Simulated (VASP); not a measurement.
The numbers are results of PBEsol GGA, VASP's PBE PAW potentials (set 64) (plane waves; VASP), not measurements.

A VASP calculation is set up with these files.

File KPOINTS:
```
Automatic mesh
0
G
11 11 11
0 0 0
```

INCAR:
```
# general
SYSTEM  = NiAl
PREC    = Accurate
ENCUT   = 400   # plane-wave cut-off (eV)
LREAL   = F   # projection in real space or not
LASPH   = T   # aspherical one-centre terms

# electronic loop
EDIFF   = 1E-6   # SCF stop (eV)
NELM    = 100   # most electronic steps
ALGO    = Normal   # blocked Davidson
LMAXMIX = 4

# smearing
ISMEAR  = 1   # Methfessel-Paxton
SIGMA   = 0.1

# functional
GGA     = PS   # PBEsol

# ions
IBRION  = 2
NSW     = 60
ISIF    = 3
EDIFFG  = -0.01   # ionic stop

# output
LWAVE   = F
LCHARG  = F
```

**POSCAR**
```
NiAl
1
    2.8621238793    -0.0000000000    -0.0000000000
   -0.0000000000     2.8621238793    -0.0000000000
   -0.0000000000    -0.0000000000     2.8621238793
Ni Al
1 1
Direct
  0.0000000000   0.0000000000   0.0000000000
  0.5000000000   0.5000000000   0.5000000000
```

POTCAR, in this order: Ni Al (PBE.64 set). Program: vasp_std.

Output of the run:

### OSZICAR
```
       N       E                     dE             d eps       ncg     rms          rms(c)
DAV:   1     0.322361655196E+02    0.32236E+02   -0.48579E+03  1176   0.112E+03
DAV:   2    -0.122080672908E+02   -0.44444E+02   -0.41626E+02  1128   0.185E+02
DAV:   3    -0.132115060357E+02   -0.10034E+01   -0.99639E+00  1372   0.365E+01
DAV:   4    -0.132255596286E+02   -0.14054E-01   -0.14049E-01  1328   0.381E+00
DAV:   5    -0.132259452174E+02   -0.38559E-03   -0.38558E-03  1274   0.637E-01    0.128E+01
DAV:   6    -0.151831771451E+02   -0.19572E+01   -0.64515E+01  1252   0.139E+02    0.161E+01
DAV:   7    -0.116075706706E+02    0.35756E+01   -0.17959E+01  1236   0.821E+01    0.119E+00
DAV:   8    -0.115972416782E+02    0.10329E-01   -0.46428E-01  1390   0.870E+00    0.103E+00
DAV:   9    -0.115824799365E+02    0.14762E-01   -0.57418E-02  1306   0.388E+00    0.217E-01
DAV:  10    -0.115819245026E+02    0.55543E-03   -0.24566E-03  1266   0.816E-01    0.792E-02
DAV:  11    -0.115819245670E+02   -0.64454E-07   -0.63953E-05  1258   0.802E-02    0.335E-02
DAV:  12    -0.115819227099E+02    0.18571E-05   -0.58825E-06  1208   0.438E-02    0.422E-03
DAV:  13    -0.115819223587E+02    0.35126E-06   -0.34897E-07   574   0.770E-03
   1 F= -.11581922E+02 E0= -.11581698E+02  d E =-.115819E+02
```

**OUTCAR**
```
------------------------ aborting loop because EDIFF is reached ----------------------------------------
  FORCE on cell =-STRESS in cart. coord.  units (eV):
  Direction    XX          YY          ZZ          XY          YZ          ZX
  --------------------------------------------------------------------------------------
  Total        0.0189856      0.0189856      0.0189856     -0.0000000     -0.0000000      0.0000000
  in kB        1.2973887      1.2973887      1.2973887     -0.0000000     -0.0000000      0.0000000
  external PRESSURE =       1.2973887 kB  Pullay stress =       0.0000000 kB
  volume of cell :       23.45
      direct lattice vectors                 reciprocal lattice vectors
     2.862123879  0.000000000  0.000000000     0.349390887  0.000000000  0.000000000
     0.000000000  2.862123879  0.000000000     0.000000000  0.349390887  0.000000000
     0.000000000  0.000000000  2.862123879     0.000000000  0.000000000  0.349390887
 POSITION                                       TOTAL-FORCE (eV/Angst)
 -----------------------------------------------------------------------------------
      0.00000      0.00000      0.00000         0.000000      0.000000      0.000000
      1.43106      1.43106      1.43106         0.000000      0.000000      0.000000
 -----------------------------------------------------------------------------------
    total drift:                               -0.000000      0.000000     -0.000000
  FREE ENERGIE OF THE ION-ELECTRON SYSTEM (eV)
  ---------------------------------------------------
  free  energy   TOTEN  =       -11.5819223587 eV

  energy  without entropy=      -11.5812502733  energy(sigma->0) =      -11.58169833

 reached required accuracy - stopping structural energy minimisation
```
(Selected blocks of OUTCAR.)

### OUTCAR
```
 val. band max:       10.0592216506   @ k =   0.3636   0.1818   0.0909

 cond. band min:      10.1764941810   @ k =   0.3636   0.2727   0.0909


 Fermi energy:        10.1666592990

 k-point     1 :       0.0000    0.0000    0.0000
  band No.  band energies     occupation
      1      -1.1167      2.00000
      2       6.8398      2.00000
      3       6.8398      2.00000
      4       8.5910      2.00000
      5       8.5910      2.00000
      6       8.5910      2.00000
      7      15.7403      0.00000
      8      15.7403      0.00000
      9      15.7403      0.00000
     10      18.3753      0.00000

 k-point     2 :       0.0909    0.0000    0.0000
  band No.  band energies     occupation
      1      -0.9624      2.00000
      2       6.8270      2.00000
      3       6.8765      2.00000
      4       8.5237      2.00000
      5       8.5237      2.00000
      6       8.5981      2.00000
      7      14.3237      0.00000
      8      15.9433      0.00000
      9      15.9433      0.00000
     10      18.3817      0.00000

 k-point     3 :       0.1818    0.0000    0.0000
  band No.  band energies     occupation
      1      -0.5031      2.00000
      2       6.7221      2.00000
      3       6.9768      2.00000
      4       8.3537      2.00000
      5       8.3537      2.00000
      6       8.6175      2.00000
      7      12.2932      0.00000
      8      16.5230      0.00000
      9      16.5230      0.00000
     10      18.4003      0.00000

 k-point     4 :       0.2727    0.0000    0.0000
  band No.  band energies     occupation
      1       0.2493      2.00000
      2       6.2977      2.00000
      3       7.1126      2.00000
      4       8.1492      2.00000
      5       8.1492      2.00000
      6       8.6432      2.00000
      7      10.6840     -0.00000
      8      17.4147      0.00000
      9      17.4147      0.00000
     10      18.4290      0.00000

 k-point     5 :       0.3636    0.0000    0.0000
...
```

The structure was generated: NiAl was put into the CsCl type type (Pm-3m), which need not be its known phase. It was relaxed first, which changed the volume by -27 %. The start is the result of an earlier pass. The run is not spin-polarised, so no magnetic state was tried. The electron count is odd and the run is not spin-polarised, which forces a metal.
